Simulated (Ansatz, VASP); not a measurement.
## InAs in two plane-wave programs

Aim: how closely do two programs agree when they are given the same cell, functional and k mesh? The cell is taken from a series of runs on this material, whose earlier steps may have relaxed, scaled, displaced or heated it; both programs get it as it stands.

Program: Ansatz 0.2.0. Level of theory: plane waves, with VASP 6.6.1 beside it; zone-centre phonons at LDA. Results are calculated unless marked as measured.

## 1. Set-up

Symmetry: F-43m, No. 216, cubic system. The conventional cell has a = 5.860 Å, b = 5.860 Å, c = 5.860 Å, α = 90.00°, β = 90.00°, γ = 90.00°. Nearest to As lie 4 In at 2.54 Å. Nearest to In lie 4 As at 2.54 Å. Farther neighbours are not listed.

## 2. Ansatz: zone-centre phonons, LDA

Ansatz runs on its PAW soft_1 files.

Second derivatives magnify differences that forces hide, and they need a tight electronic threshold.

File input.yaml:

```yaml
crystal:
  lattice:
    - [-0.0005531949, 2.929928573, 2.929928573]
    - [2.929928573, -0.0005531949, 2.929928573]
    - [2.929928573, 2.929928573, -0.0005531949]
  atoms:
    - { symbol: As, position: [0.7499729673, 0.7499729673, 0.7499729673] }
    - { symbol: In, position: [2.70327e-05, 2.70327e-05, 2.70327e-05] }
kpoints:
  mp_grid: { grid: [12, 12, 12], shift: [0.5, 0.5, 0.5] }
hamiltonian:
  xc: lda
  pseudopotentials: { kind: paw, azcp: { folder: soft_1 }, xc_functional: pbe }
scf:
  occupations: { method: gaussian, width: 0.015 }
output:
  eigenvalues: true
phonons:
  method: dfpt
```

The run is started by

```sh
ansatz run input.yaml --threads 4 --pin off --max-ram 10240MiB --backend cpu --events-out ev --progress --plain --runs-dir out
```

Numbers of over 12 decimals in the logs are rounded to 6 here.

Output:

```text
Engine: ansatz 0.2.0, x86_64-unknown-linux-gnu
Pseudopotentials: kind: paw
Pseudopotential: As, paw, valence charge 15, recommended cutoff 420 eV (normal), soft_1/As.paw.azcp
Pseudopotential: In, paw, valence charge 13, recommended cutoff 420 eV (normal), soft_1/In.paw.azcp
Functional definition: SPW92
  exchange = slater_x
  correlation = pw_c
Crystal: 2 atoms, lattice volume = 50.318 Å³
Basis set: ecut = 420 eV, 941 PW (Γ), exchange–correlation on 60×60×60 points (8 copies of the dense FFT grid, shifted against one another)
Bands: 18, of which v1, the nominal top of the filled ones, is band 14 counted from 1 (13 counted from 0)
Symmetry: 6 space group operations
k-points: 468 of 1728 (irreducible under 2 space group operations, time reversal used)
Non-local potential: As, projectors of the file, l = 0: 2, l = 1: 2, l = 2: 3, l = 3: 1
Non-local potential: In, projectors of the file, l = 0: 2, l = 1: 2, l = 2: 2, l = 3: 1
PAW form: soft (Blöchl's): semilocal exchange-correlation on the pseudo side does not see the compensation charge
PAW frozen core: As, regenerated for the run's functional, and the local potential with it (the file was generated under x = pbe(κ = 0.804, μ = 0.219515), c = pbe(β = 0.066725))
PAW frozen core: In, regenerated for the run's functional, and the local potential with it (the file was generated under x = pbe(κ = 0.804, μ = 0.219515), c = pbe(β = 0.066725))
PAW one-centre angular grid: As, 590 points (default); XC on 64 Gauss nodes
PAW one-centre angular grid: In, 590 points (default); XC on 64 Gauss nodes
Initial density: superposition of atomic densities (chi_scale 0.1, normalization cell, long waves kept (reshape's long-wave potential 0.00 eV rms))
Initial wavefunctions: pseudopotential atomic-orbital guess
Functional: x = slater, c = lda
SCF iter   1: F=—  HF=-10231.370317 eV  |F-HF|=—  |Δ(HF+E_count)|=         —  Δρ=3.10e-2  dr2=4.35e-1  ethr=3.10e-3  ⟨swp⟩=6.0  Hψ=43260  notcnv=0
preconditioner: auto → none  [insulator: Δε(μ)=0.694 eV  Ē_g=15.093 eV  σ=0.015 eV  W_gap=1.00  n_scr=14 (ndim 8)  ℏωp=22.2 eV  f_vac=0.000  D(μ)=0.00/eV (n_scr^D=0)  ε∞_Penn≈3.2]
SCF iter   2: F=—  HF=-10231.244431 eV  |F-HF|=—  |Δ(HF+E_count)|=   1.26e-1  Δρ=1.38e-2  dr2=6.85e-2  ethr=1.55e-3  ⟨swp⟩=2.0  Hψ=14040  notcnv=0
SCF iter   3: F=—  HF=-10231.229328 eV  |F-HF|=—  |Δ(HF+E_count)|=   1.51e-2  Δρ=2.79e-3  dr2=7.68e-3  ethr=2.45e-4  ⟨swp⟩=2.4  Hψ=17185  notcnv=0
SCF iter   4: F=—  HF=-10231.225710 eV  |F-HF|=—  |Δ(HF+E_count)|=   3.62e-3  Δρ=7.92e-4  dr2=1.38e-4  ethr=2.74e-5  ⟨swp⟩=3.0  Hψ=18476  notcnv=0
SCF iter   5: F=—  HF=-10231.225747 eV  |F-HF|=—  |Δ(HF+E_count)|=   3.75e-5  Δρ=1.81e-4  dr2=5.34e-6  ethr=4.94e-7  ⟨swp⟩=3.0  Hψ=16824  notcnv=0
SCF iter   6: F=—  HF=-10231.225753 eV  |F-HF|=—  |Δ(HF+E_count)|=   5.58e-6  Δρ=3.59e-5  dr2=5.09e-7  ethr=1.91e-8  ⟨swp⟩=2.1  Hψ=14664  notcnv=0
SCF iter   7: F=—  HF=-10231.225753 eV  |F-HF|=—  |Δ(HF+E_count)|=   2.15e-7  Δρ=6.36e-6  dr2=1.17e-8  ethr=1.82e-9  ⟨swp⟩=2.0  Hψ=14976  notcnv=0
SCF iter   8: F=—  HF=-10231.225753 eV  |F-HF|=—  |Δ(HF+E_count)|=   1.16e-8  Δρ=7.52e-7  dr2=1.13e-10  ethr=4.18e-11  ⟨swp⟩=2.0  Hψ=14976  notcnv=0
SCF iter   9: F=-10231.225753 eV  HF=-10231.225753 eV  |F-HF|=0.00e0  |Δ(HF+E_count)|=  6.91e-11  Δρ=5.15e-8  dr2=4.35e-13  ethr=1.00e-12  ⟨swp⟩=6.0  Hψ=38363  notcnv=0
SCF 1 converged in 9 iterations: F = -10231.225753 eV  dr2 = 4.35e-13
  greatest PAW one-centre occupation: 0.999 electrons in one spin orbital (limit 2), on the As atom at site 0 (counted from 0), in its partial waves of l = 2
DFPT response loops at Γ: preconditioner auto → none (the input reference at scf.mixing.eps_inf says where Resta's filter doesn't serve); β = 0.50; Broyden in place of MSR1
SCF converged after 9 iterations
Free energy (F): -10231.225753 eV
Harris-Foulkes:  -10231.225753 eV  (|F-HF|=0.00e0)
Internal energy: -10231.225753 eV  (E = F + TS)
E sigma→0 (E₀):  -10231.225753 eV
Fermi energy:    8.935535 eV
--- Per-component energies (eV) ---
  E_band       = -296.500479
  E_kinetic    = 321.530616
  E_local      = -3358.276083  (includes V_loc(G=0)·N_el)
  E_nonlocal   = -59.335636
  E_hartree    = 1681.813538
  E_xc         = -213.708282
  E_vxc        = -166.440083  (∫ρ·V_xc dr)
  E_paw        = -6002.072264  (= ΣΔE_a)
  E_vpaw       = -397.606391  (= ΣTr[D̂ρ^β])
  E_aug_tail   = 0.000041  (compensation charges beyond the density's cutoff)
  E_ewald      = -2603.537447
  E_core_change = 2.359764  (= ΣΔE_core)
  E_smearing   = -0.000000  (= −TS)
  E_closure    = -0.000000  (closes the sum)
  Σ components = -10231.225753   (vs F -10231.225753, Δ=0.00e0)
--- Band table (eV; the first three rows and the last of 468) ---
  k-point 0: bands = [... 10 lower, -3.8983, 8.0788, 8.6418, 8.6418, 9.2290, 12.5467, 12.5796, 12.5796]
  k-point 1: bands = [... 10 lower, -3.7825, 7.1057, 8.3280, 8.5862, 9.8888, 12.5206, 12.6760, 12.9936]
  k-point 2: bands = [... 10 lower, -3.5072, 5.7877, 7.9834, 8.3516, 10.1962, 12.9230, 12.9857, 13.4964]
  k-point 467: bands = [... 10 lower, -2.1167, 2.3382, 7.3620, 7.4870, 9.8430, 13.2449, 13.4126, 15.5612]
--- Phonons (Γ-DFPT): 2 representative perturbations + reference, on 468 of 1728 k-points (Σ response iterations 7) ---
  k mesh reduced under 2 symmetry operations, with k and −k counted as one. Each operation leaves every solved perturbation unchanged. A smaller set is not used because it would not reduce the number of displacements times k-points to solve
  ASR residual: 3.456e-5 → 0.000e0 eV/Å²; symmetrization residual: 1.998e-5 eV/Å²
  ASR residual per site (eV/Å²): 1.67e-5 3.46e-5
  Γ frequencies (cm⁻¹): 0.00 0.00 0.00 240.08 240.09 240.09
  non-analytic LO–TO correction: not included (Born effective charges unavailable; polar crystals: no LO–TO splitting at Γ)
```

Reading the cycles: dr2 is the Hartree energy of the density residual (eV), the measure of convergence; HF is the Harris–Foulkes estimate of the energy, which meets the free energy F at convergence.

(Continued in part 2 of 3.)

[Lines on the potential files, build, host, timing and source positions are cut from VASP's logs without a mark.]

[Logs are printed without paths, hosts, clocks, repeated set-up lines and the standing remarks that a program may print on its own settings, such as how far it seeks lower states.]

[Hosts, paths, dates, database ids (printed as entryN), source tags and the programs' standing remarks are cut or masked in the printed files.]
